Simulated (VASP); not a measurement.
The system is AlB2Sb3.

```
Al B Sb
1.0
    -1.89700    5.69000    2.68250
     1.89700   -5.69000    2.68250
     1.89700    5.69000   -2.68250
Al B Sb
1 2 3
Direct
  0.00000 0.00000 0.00000
  0.33333 0.00000 0.33333
  0.66667 0.00000 0.66667
  0.41667 0.25000 0.16667
  0.08333 0.25000 0.83333
  0.75000 0.25000 0.50000
```

The cell was built by a generator and needn't be a form met in nature.

| Quantity | Value |
| --- | --- |
| Program | VASP 6.6.1 |
| Task | relaxation of cell and atoms |
| Functional | PBE |
| Potentials or basis | VASP PAW PBE potentials, release 64 (Al, B, Sb) |
| Cutoff | 520 eV |
| k mesh | 6 × 6 × 6 |
| Occupations | gaussian, width 0.15 eV |
| Spin | no spin polarisation |

At the start: pressure 17.4 GPa; volume 19.30 Å³/atom.

Q: How do energy, volume and symmetry change on relaxing?

A: Over 9 steps the energy falls by 376.6 meV/atom and the volume is 21.99 Å³/atom (+13.9 %); space group Imm2 (No. 44, to 0.05 Å).

The path:
| step | energy change (eV) | largest force (eV/Å) | pressure (GPa) | volume (Å³) |
| --- | --- | --- | --- | --- |
| 1 | 0.0000 | 4.8997 | 17.39 | 115.82 |
| 2 | -1.5374 | 0.3428 | -8.27 | 154.60 |
| 3 | -1.9698 | 1.3554 | -3.20 | 139.60 |
| 4 | -1.9704 | 1.4017 | -2.96 | 139.10 |
| 5 | -2.1978 | 0.5481 | -0.69 | 133.47 |
| 6 | -2.2334 | 0.3598 | 0.99 | 130.23 |
| 7 | -2.2568 | 0.1474 | 0.09 | 131.63 |
| 8 | -2.2569 | 0.1507 | 0.08 | 131.60 |
| 9 | -2.2597 | 0.0621 | -0.09 | 131.95 |

Final structure:
```xyz
6
Lattice="-1.9621 5.9453 2.8279 1.9621 -5.9453 2.8279 1.9621 5.9453 -2.8279" Properties=species:S:1:pos:R:3 pbc="T T T"
Al    0.0000    0.0000    0.0140
B     0.0000    3.9131    0.0091
B     0.0000    7.9776    0.0091
Sb    0.0000    2.1944    1.5495
Sb    1.9621    3.7509   -1.2784
Sb    0.0000    5.9453    1.1107
```
